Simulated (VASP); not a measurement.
# ZrPd2S3 (R-3m) in VASP: single point with LDA

Aim: the single point of ZrPd2S3 with LDA.

All numbers are computed with VASP 6.6.1; they aren't measurements. Logs are shortened: lines on timing, memory, paths and dates and some standing lists are left out, and cuts for length are marked.

## Step 1: Starting point

The structure is trigonal, space group R-3m (No. 166). The conventional cell has a = 6.832 Å, b = 6.832 Å, c = 18.029 Å, α = 90.00°, β = 90.00°, γ = 120.00°. Pd (site symmetry 2/m) has 4 S at 2.36 Å as nearest neighbours. Pd (site symmetry -3m) is surrounded by 6 S at 2.51 Å and 2 Zr at 2.81 Å. Zr (site symmetry 3m) has 6 S at 2.53 to 2.59 Å and 1 Pd at 2.81 Å as nearest neighbours. Around S (site symmetry m) lie 3 Pd at 2.36 to 2.51 Å and 2 Zr at 2.53 to 2.59 Å.

The cell was built by a generator and needn't be a form met in nature.

## Step 2: Single point, LDA

INCAR reads:

```
ALGO = Fast
EDIFF = 1E-6
ENCUT = 520
ISIF = 2
ISMEAR = -1
LASPH = True
LCHARG = False
LREAL = False
LWAVE = False
NBANDS = 62
NELM = 100
PREC = Accurate
SIGMA = 0.1008
```

KPOINTS reads:

```
k-points
0
Gamma
  5 5 5
```

POSCAR reads:

```
ZrPd2S3
1.0
    3.4158744129      5.9164680354      0.0000014805
   -3.4158744129      5.9164680354      0.0000014805
   -3.4158744129      1.9721545079      6.0098289811
Pd Zr S
4 2 6
Direct
    0.0000000000      0.5000000000      0.0000000000
    0.5000000000      0.0000000000      0.0000000000
    0.5000000000      0.5000000000      0.0000000000
    0.0000000000      0.0000000000      0.0000000000
    0.1557860850      0.6884278299      0.4673582551
    0.8442139150      0.3115721701      0.5326417449
    0.1002222409      0.7995555181      0.7699489094
    0.1002222409      0.3302733316      0.7699489094
    0.5695044275      0.3302733316      0.7699489094
    0.8997777591      0.2004444819      0.2300510906
    0.4304955725      0.6697266684      0.2300510906
    0.8997777591      0.6697266684      0.2300510906
```

Potentials or basis: VASP PAW LDA potentials, release 64 (Pd, Zr_sv, S).

Started as:

```
cat potpaw_LDA.64/Pd/POTCAR potpaw_LDA.64/Zr_sv/POTCAR potpaw_LDA.64/S/POTCAR > POTCAR
mpirun -np 1 vasp_std > vasp.out
```

OUTCAR:

```text
EDIFF = 1E-6
   ENCUT = 520
   ISIF = 2
   ISMEAR = -1
   LASPH = True
   LREAL = False
   NELM = 100
   PREC = Accurate

 ion  position               nearest neighbor table
   1  0.000  0.500  0.000-   8 2.36  12 2.36  10 2.36   7 2.36   3 3.42   4 3.42   4 3.42   3 3.42
                             2 3.42   2 3.42
   2  0.500  0.000  0.000-   8 2.36  12 2.36  11 2.36   9 2.36   3 3.42   4 3.42   3 3.42   4 3.42
                             1 3.42   1 3.42
   3  0.500  0.500  0.000-   9 2.36  11 2.36  10 2.36   7 2.36   1 3.42   2 3.42   2 3.42   1 3.42
                             4 3.42   4 3.42
   4  0.000  0.000  0.000-   9 2.51  11 2.51  10 2.51   7 2.51   8 2.51  12 2.51   5 2.81   6 2.81
                             1 3.42   2 3.42   1 3.42   2 3.42   3 3.42   3 3.42
   5  0.156  0.688  0.467-  12 2.53  10 2.53  11 2.53   8 2.59   7 2.59   9 2.59   4 2.81
   6  0.844  0.312  0.533-   8 2.53   7 2.53   9 2.53  12 2.59  10 2.59  11 2.59   4 2.81
   7  0.100  0.800  0.770-   1 2.36   3 2.36   4 2.51   6 2.53   5 2.59
   8  0.100  0.330  0.770-   1 2.36   2 2.36   4 2.51   6 2.53   5 2.59
   9  0.570  0.330  0.770-   3 2.36   2 2.36   4 2.51   6 2.53   5 2.59
  10  0.900  0.200  0.230-   1 2.36   3 2.36   4 2.51   5 2.53   6 2.59
  11  0.430  0.670  0.230-   3 2.36   2 2.36   4 2.51   5 2.53   6 2.59
  12  0.900  0.670  0.230-   1 2.36   2 2.36   4 2.51   5 2.53   6 2.59

  LATTYP: Found a trigonal (rhomboedric) cell.
 ALAT       =     7.1885767569
 COS(alpha) =     0.5484062140

  Lattice vectors:

 A1 = (  -3.4158744129,   1.9721545079,   6.0098289811)
 A2 = (   0.0000000000,  -3.9443135275,   6.0098275006)
 A3 = (   3.4158744129,   1.9721545079,   6.0098289811)

Analysis of symmetry for initial positions (statically):
=====================================================================
 Subroutine PRICEL returns:
 Original cell was already a primitive cell.

 Routine SETGRP: Setting up the symmetry group for a
 trigonal (rhombohedral) supercell.

 Subroutine GETGRP returns: Found 12 space group operations
 (whereof 12 operations were pure point group operations)
 out of a pool of 12 trial point group operations.

The static configuration has the point symmetry D_3d.

Analysis of symmetry for dynamics (positions and initial velocities):
=====================================================================
 Subroutine PRICEL returns:
 Original cell was already a primitive cell.

 Routine SETGRP: Setting up the symmetry group for a
 trigonal (rhombohedral) supercell.

 Subroutine GETGRP returns: Found 12 space group operations
 (whereof 12 operations were pure point group operations)
 out of a pool of 12 trial point group operations.

The dynamic configuration has the point symmetry D_3d.

 Subroutine INISYM returns: Found 12 space group operations
 (whereof 12 operations are pure point group operations),
 and found     1 'primitive' translations

----------------------------------------------------------------------------------------

                                     Primitive cell

  volume of cell :     242.9162

  direct lattice vectors                    reciprocal lattice vectors
     3.415874413  5.916468035  0.000001481     0.146375405  0.084509865  0.055464721
    -3.415874413  5.916468035  0.000001481    -0.146375405  0.084509907 -0.110929379
    -3.415874413  1.972154508  6.009828981     0.000000000 -0.000000042  0.166394100

  length of vectors
     6.831748826  6.831748826  7.188576757     0.177887638  0.202170746  0.166394100

  position of ions in fractional coordinates (direct lattice)
     0.000000000  0.500000000  0.000000000
     0.500000000  0.000000000  0.000000000
     0.500000000  0.500000000  0.000000000
     0.000000000  0.000000000  0.000000000
     0.155786085  0.688427830  0.467358255
     0.844213915  0.311572170  0.532641745
     0.100222241  0.799555518  0.769948909
     0.100222241  0.330273332  0.769948909
     0.569504428  0.330273332  0.769948909
     0.899777759  0.200444482  0.230051091
     0.430495572  0.669726668  0.230051091
     0.899777759  0.669726668  0.230051091

  ion indices of the primitive-cell ions
   primitive index   ion index
                 1           1
                 2           2
                 3           3
                 4           4
                 5           5
                 6           6
                 7           7
                 8           8
                 9           9
                10          10
                11          11
                12          12

----------------------------------------------------------------------------------------

 KPOINTS: k-points

Automatic generation of k-mesh.
 Grid dimensions read from file:
 generate k-points for:    5    5    5

 Generating k-lattice:

  Cartesian coordinates                     Fractional coordinates (reciprocal lattice)
     0.029275081  0.016901973  0.011092944     0.200000000  0.000000000  0.000000000
    -0.029275081  0.016901981 -0.022185876     0.000000000  0.200000000 -0.000000000
     0.000000000 -0.000000008  0.033278820    -0.000000000 -0.000000000  0.200000000

  Length of vectors
     0.035577528  0.040434149  0.033278820

  Shift w.r.t. Gamma in fractional coordinates (k-lattice)
     0.000000000  0.000000000  0.000000000

 Subroutine IBZKPT returns following result:
 ===========================================

 Found     19 irreducible k-points:

 Following reciprocal coordinates:
            Coordinates               Weight
  0.000000  0.000000  0.000000      1.000000
  0.200000  0.000000  0.000000      6.000000
  0.400000 -0.000000  0.000000      6.000000
 -0.000000  0.200000 -0.000000      6.000000
  0.400000  0.200000 -0.000000      6.000000
 -0.400000  0.200000 -0.000000     12.000000
[... 11 lines left out ...]
  0.000000  0.000000  0.400000      2.000000
  0.200000  0.000000  0.400000      6.000000
   k-points           NKPTS =     19   k-points in BZ     NKDIM =     19   number of bands    NBANDS=     62
   number of dos      NEDOS =    301   number of ions     NIONS =     12
   total plane-waves  NPLWV = 157464
   dimension x,y,z NGX =    54 NGY =   54 NGZ =   54
   dimension x,y,z NGXF=   108 NGYF=  108 NGZF=  108
   ions per type =               4   2   6
   NGX,Y,Z   is equivalent  to a cutoff of  13.14, 13.14, 12.49 a.u.
   NGXF,Y,Z  is equivalent  to a cutoff of  26.28, 26.28, 24.98 a.u.
 SYSTEM =  unknown system
   PREC   = accura    normal or accurate (medium, high low for compatibility)
   ISTART =      0    job   : 0-new  1-cont  2-samecut
   ICHARG =      2    charge: 1-file 2-atom 10-const
   ISPIN  =      1    spin polarized calculation?
   LNONCOLLINEAR =      F non collinear calculations
   LSORBIT =      F    spin-orbit coupling
   LASPH  =      T    aspherical Exc in radial PAW
   ENCUT  =  520.0 eV  38.22 Ry    6.18 a.u.  12.70 12.70 13.37*2*pi/ulx,y,z
   NELM   =    100;   NELMIN=  2; NELMDL= -5     # of ELM steps
   EDIFF  = 0.1E-05   stopping-criterion for ELM
   LREAL  =      F    real-space projection
   EDIFFG = 0.1E-04   stopping-criterion for IOM
   NSW    =      0    number of steps for IOM
   IBRION =     -1    ionic relax: 0-MD 1-quasi-New 2-CG
   NFREE  =      0    steps in history (QN), initial steepest desc. (CG)
   ISIF   =      2    stress and relaxation
   ISYM   =      2    0-nonsym 1-usesym 2-fastsym
   POTIM  = 0.5000    time-step for ionic-motion
   TEBEG  =    0.0;   TEEND  =   0.0 temperature during run
   PSTRESS=    0.0 pullay stress
   NELECT =     100.0000    total number of electrons
   NUPDOWN=      -1.0000    fix difference up-down
   EMIN   =  10.00;   EMAX   =-10.00  energy-range for DOS
   EFERMI =   0.00;   METHOD = LEGACY
   ISMEAR =    -1;   SIGMA  =   0.10  broadening in eV -4-tet -1-fermi 0-gaus
   EFERMI_NEDOS =   21; number of points for ismear=-14 and -15
   IALGO  =     68    algorithm
   IMIX   =      4    mixing-type and parameters
     AMIX     =   0.40;   BMIX     =  1.00
     AMIX_MAG =   1.60;   BMIX_MAG =  1.00
  volume/ion in A,a.u.               =      20.24       136.61
  Fermi-wavevector in a.u.,A,eV,Ry     =   1.217837  2.301379 20.179183  1.483128
  Thomas-Fermi vector in A             =   2.353144
   LORBIT       =      0    0 simple, 1 ext, 2 COOP (PROOUT), +10 PAW based schemes
   GGA     = CA    functional components
   LHFCALC =     F    Hartree Fock is set to
   AEXX    =    0.0000 exact exchange contribution
   IVDW    =     0    specifies the selected vdW correction
   LEPSILON=     F    determine dielectric tensor
   LRPA    =     F    only Hartree local field effects (RPA)
 non-spin polarized calculation
 RMM-DIIS sequential band-by-band and
  energy-cutoff  :      520.00
  volume of cell :      242.92
 maximum number of plane-waves:      6563
 NGX is ok and might be reduce to    54
   NGX = 25   NGY = 25   NGZ = 27

 number of electron     100.0000004 magnetization

 Free energy of the ion-electron system (eV)
  ---------------------------------------------------
  ext. energy  EPLUGINS =         0.00000000
  ---------------------------------------------------
  free energy    TOTEN  =       -81.23676689 eV

  energy without entropy =      -80.99814116  energy(sigma->0) =      -81.11745402

 E-fermi :   6.5644     XC(G=0): -10.4109

 val. band max:        6.5496445195   @ k =   0.4000   0.2000  -0.0000
 cond. band min:       6.5694718456   @ k =   0.2000   0.0000   0.2000
 fundamental gap:      0.0198273261
 Fermi energy:         6.5644146835

 k-point     1 :       0.0000    0.0000    0.0000
  band No.  band energies     occupation
      1     -42.7362      2.00000
      2     -42.7297      2.00000
      3     -21.0472      2.00000
      4     -21.0472      2.00000
      5     -21.0221      2.00000
      6     -20.9956      2.00000
[... 1224 lines left out ...]
     61       9.5874      0.00000
     62       9.9056      0.00000

------------------------ aborting loop because EDIFF is reached ----------------------------------------

  FORCE on cell =-STRESS in cart. coord.  units (eV):
  Direction    XX          YY          ZZ          XY          YZ          ZX
  --------------------------------------------------------------------------------------
  -------------------------------------------------------------------------------------
  Total        0.2397466      0.2397466      0.3300763     -0.0000000     -0.0000000     -0.0000000
  in kB        1.5812716      1.5812716      2.1770500     -0.0000000     -0.0000001     -0.0000000
  external PRESSURE =       1.7798644 kB  Pullay stress =       0.0000000 kB

 VOLUME and BASIS-vectors are now :
 -----------------------------------------------------------------------------
  energy-cutoff  :      520.00
  volume of cell :      242.92
      direct lattice vectors                 reciprocal lattice vectors
     3.415874413  5.916468035  0.000001481     0.146375405  0.084509865  0.055464721
    -3.415874413  5.916468035  0.000001481    -0.146375405  0.084509907 -0.110929379
    -3.415874413  1.972154508  6.009828981     0.000000000 -0.000000042  0.166394100

 POSITION                                       TOTAL-FORCE (eV/Angst)
 -----------------------------------------------------------------------------------
     -1.70794      2.95823      0.00000        -0.000000      0.000000      0.000000
      1.70794      2.95823      0.00000        -0.000000      0.000000      0.000000
      0.00000      5.91647      0.00000        -0.000000      0.000000      0.000000
      0.00000      0.00000      0.00000        -0.000000      0.000000      0.000000
     -3.41587      5.91647      2.80874        -0.000000     -0.000000      0.006990
      0.00000      7.88862      3.20109         0.000000      0.000000     -0.006990
     -5.01888      6.84196      4.62726        -0.003357      0.001938     -0.008903
     -3.41587      4.06547      4.62726        -0.000000     -0.003877     -0.008903
     -1.81287      6.84196      4.62726         0.003357      0.001938     -0.008903
      1.60301      6.96313      1.38257         0.003357     -0.001938      0.008903
     -1.60301      6.96313      1.38257        -0.003357     -0.001938      0.008903
      0.00000      9.73962      1.38257         0.000000      0.003877      0.008903
 -----------------------------------------------------------------------------------
    total drift:                               -0.000000      0.000000      0.000000

  FREE ENERGIE OF THE ION-ELECTRON SYSTEM (eV)
  ---------------------------------------------------
  free  energy   TOTEN  =       -81.2367668936 eV

  energy  without entropy=      -80.9981411562  energy(sigma->0) =      -81.11745402
```

Wall time 14 min (1 thread of Intel Xeon Platinum 8259CL at 2.50GHz (Skylake/Cascade Lake), shared host); peak memory 0.45 GiB.

Results:

| Item | Value |
| --- | --- |
| Free energy | -81.2368 eV |
| Pressure | 0.2 GPa |
| Largest force | 0.010 eV/Å |
| Band gap on the k mesh | none (metal or under the smearing width) |

Forces in eV/Å, atoms in the order of the input:
```
Pd   0.000  0.000  0.000
Pd   0.000  0.000  0.000
Pd   0.000  0.000  0.000
Pd   0.000  0.000  0.000
Zr   0.000  0.000  0.007
Zr   0.000  0.000 -0.007
S   -0.003  0.002 -0.009
S    0.000 -0.004 -0.009
S    0.003  0.002 -0.009
S    0.003 -0.002  0.009
S   -0.003 -0.002  0.009
S    0.000  0.004  0.009
```
